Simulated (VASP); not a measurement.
Input:

```
CELL_PARAMETERS angstrom
      2.02346    -3.50474     0.00000
      2.02346     3.50474     0.00000
      0.00000     0.00000     5.11508
ATOMIC_POSITIONS crystal
  Te 0.33333 0.66667 0.26285
  Te 0.66667 0.33333 0.73715
  Pt 0.00000 0.00000 0.00000
```

These are PBEsol GGA, VASP's PBE PAW potentials (set 64) (plane waves; VASP) values and carry that method's errors. Run with 520 eV cut-off, 10×10×7 Γ-centred mesh, tetrahedra with Blöchl corrections, potentials Te Pt.

The cores are frozen, which limits the accuracy of field gradients.

Give the principal components of the electric field gradient (V/Å²) and the asymmetry η at each nucleus.

```csv
atom,Vxx,Vyy,Vzz,η
Te1,3.9,3.9,-7.8,0.00
Te2,3.9,3.9,-7.8,0.00
Pt3,-63.6,-63.6,127.2,0.00
```

The compound is PtTe2 in the 1T layered structure. It was relaxed first.
